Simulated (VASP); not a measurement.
Write the native input for VASP 6.6.1 that does the following.

```yaml
Task: band structure
Functional: AM05
Potentials_or_basis: VASP PAW PBE potentials, release 64 (K_sv, Al)
Cutoff: 520 eV
k_mesh: 7 × 7 × 7
Occupations: fermi-dirac, width 0.05 eV
Spin: no spin polarisation
Further_INCAR_settings: ALGO = Normal; EDIFF = 1e-06
```

The structure of KAl lies in POSCAR:

```
KAl
1.0
    4.1269100000      0.0000000000      0.0000000000
    0.0000000000      4.1269100000      0.0000000000
    0.0000000000      0.0000000000      4.1269100000
K Al
1 1
Direct
    0.5000000000      0.5000000000      0.5000000000
    0.0000000000      0.0000000000      0.0000000000
```

The cell was built by a generator and needn't be a form met in nature.

One way to write it, as run:

INCAR

```
SYSTEM = KAl
ALGO = Normal
EDIFF = 1E-6
ENCUT = 520
GGA = AM
ISIF = 2
ISMEAR = -1
LASPH = .True.
LCHARG = .False.
LREAL = .False.
LWAVE = .False.
NELM = 100
PREC = Accurate
SIGMA = 0.05
```

KPOINTS

```
k-points
0
Gamma
  7 7 7
  0 0 0
```

KPOINTS_OPT

```
path GXMGRX,MR
15
line-mode
reciprocal
 0.0000000000  0.0000000000  0.0000000000  G
 0.0000000000  0.5000000000  0.0000000000  X

 0.0000000000  0.5000000000  0.0000000000  X
 0.5000000000  0.5000000000  0.0000000000  M

 0.5000000000  0.5000000000  0.0000000000  M
 0.0000000000  0.0000000000  0.0000000000  G

 0.0000000000  0.0000000000  0.0000000000  G
 0.5000000000  0.5000000000  0.5000000000  R

 0.5000000000  0.5000000000  0.5000000000  R
 0.0000000000  0.5000000000  0.0000000000  X

 0.5000000000  0.5000000000  0.0000000000  M
 0.5000000000  0.5000000000  0.5000000000  R
```

Potentials or basis: VASP PAW PBE potentials, release 64 (K_sv, Al).

Command:

```bash
$ cat potpaw_PBE.64/K_sv/POTCAR potpaw_PBE.64/Al/POTCAR > POTCAR
$ mpirun -np 1 vasp_std > vasp.out
```

Results of the run:

```
Pressure                : -0.6 GPa
Band gap along the path : none (metal or under the smearing width)
```

Caveat: the PAW data sets were made with another functional, which shifts forces and pressure a little.

It took 20 s on 1 thread of Intel(R) Xeon(R) Platinum 8559C (Emerald Rapids), on a shared host, peak memory 0.18 GiB.
